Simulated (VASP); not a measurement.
Data:

```yaml
crystal:
  lattice:
    - [0.00000, 3.05884, 3.05884]
    - [3.05884, 0.00000, 3.05884]
    - [3.05884, 3.05884, 0.00000]
  atoms:
    - { symbol: Al, position: [0.25000, 0.25000, 0.25000] }
    - { symbol: Al, position: [0.75000, 0.75000, 0.75000] }
    - { symbol: Au, position: [0.00000, 0.00000, 0.00000] }
```

Method: revTPSS meta-GGA, VASP's PBE PAW potentials (set 64) (plane waves; VASP). Numerical set-up: 520 eV cut-off, 9×9×9 Γ-centred mesh, first-order Methfessel-Paxton smearing of 0.10 eV, potentials Al Au.

Unless said otherwise, spin-orbit coupling is left out, though it shifts the bands of the heavy elements here.

**Question.** Predict the energy per atom (σ→0), pressure, band gap (on the k-mesh) with the smallest direct gap where there is one.

**Answer.** 
The band gap (on the k-mesh) is none (metal, semimetal or under 0.01 eV) and the energy per atom (σ→0) comes out as 8.878 eV/atom. The pressure is -5.74 GPa.

The compound is AuAl2 in the fluorite structure. This cell is one point of a volume scan, at 1.06 of the reference volume. The electron count is odd and the run is not spin-polarised, which forces a metal.
